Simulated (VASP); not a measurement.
VASP runs on Mo3Si (space group Pm-3n) share one base input (PBE GGA, plane waves, VASP's PBE PAW potentials (set 64)) and change the settings named in each case.

**INCAR**
```
! general
SYSTEM   =  Mo3Si
PREC     =  Accurate
ENCUT    =  300
LREAL    =  F
LASPH    =  T

! electronic loop
EDIFF    =  1E-6
NELM     =  100
ALGO     =  Normal
LMAXMIX  =  4

! smearing
ISMEAR   =  0
SIGMA    =  0.2

! functional
GGA      =  PE

! ions
ISIF     =  2

! output
LWAVE    =  F
LCHARG   =  F
```

**KPOINTS**
```
K-points
0
gamma
5 5 5
```

### POSCAR
```
Mo3Si
1
    4.9389000000     0.0000000000     0.0000000000
    0.0000000000     4.9389000000     0.0000000000
    0.0000000000     0.0000000000     4.9389000000
Si Mo
2 6
Direct
  0.5000000000   0.5000000000   0.5000000000
  0.0000000000   0.0000000000   0.0000000000
  0.2500000000   0.0000000000   0.5000000000
  0.5000000000   0.2500000000   0.0000000000
  0.5000000000   0.7500000000   0.0000000000
  0.7500000000   0.0000000000   0.5000000000
  0.0000000000   0.5000000000   0.7500000000
  0.0000000000   0.5000000000   0.2500000000
```

POTCAR, in this order: Si Mo_sv (PBE.64 set). Program: vasp_std.

```json
[
 {"change": "base run", "E(σ→0) (eV/atom)": "-9.8778", "pressure (GPa)": "-5.14", "−TS (eV)": "-0.0694"},
 {"change": "GGA = PS", "E(σ→0) (eV/atom)": "-10.6273", "pressure (GPa)": "-11.78", "−TS (eV)": "-0.0692"},
 {"change": "GGA_COMPAT = .FALSE., LNONCOLLINEAR = .TRUE., LSORBIT = .TRUE., MAGMOM = 0.0 0.0 0.0 0.0 0.0 0.0 0.0 0.0 0.0 0.0 0.0 0.0 0.0 0.0 0.0 0.0 0.0 0.0 0.0 0.0 0.0 0.0 0.0 0.0, program vasp_ncl", "E(σ→0) (eV/atom)": "-9.9539", "pressure (GPa)": "-5.08", "−TS (eV)": "-0.0698"},
 {"change": "KPOINTS 3×3×3 Γ-centred mesh", "E(σ→0) (eV/atom)": "-9.8837", "pressure (GPa)": "-5.44", "−TS (eV)": "-0.1176"}
]
```
 Energies of different potentials or functionals have different zeros.  At 300 eV the pressure can carry a Pulay error.

Left out are runs that ran out of time, are held back, or changed the cell or the kind of run, fixed moments of cells without a moment, rows past the twelfth, gaps on odd meshes, pressures of charged cells and columns that move by less than the noise.

The structure is a typed Mo3Si crystal. The cell was not relaxed at this level, its lattice was scaled by up to 2.5 %.
